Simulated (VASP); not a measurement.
Given:

```
CELL_PARAMETERS angstrom
     -2.16407     2.16407     2.16407
      2.16407    -2.16407     2.16407
      2.16407     2.16407    -2.16407
ATOMIC_POSITIONS crystal
  Eu 0.00000 0.00000 0.00000
```

All values below come from optB88-vdW, VASP's PBE PAW potentials (set 64) (plane waves; VASP). Run with 520 eV cut-off, 13×13×13 Γ-centred mesh, tetrahedra with Blöchl corrections, potentials Eu_2.

The 4f electrons are frozen in the core of the lanthanide potential, so 4f levels, which can set the real gap, and their magnetism are missing.

Q: Predict the energy per atom (σ→0), band gap (on the k-mesh) with the smallest direct gap where there is one.

A: 
| Property | Value |
|---|---|
| band gap (on the k-mesh) | none (metal, semimetal or under 0.01 eV) |
| energy per atom (σ→0) | 0.655 eV/atom |

The absolute energy has meaning only against runs of the same code, potentials and settings.

The compound is Eu in the bcc structure. It was relaxed first, which changed the volume by -16 %.
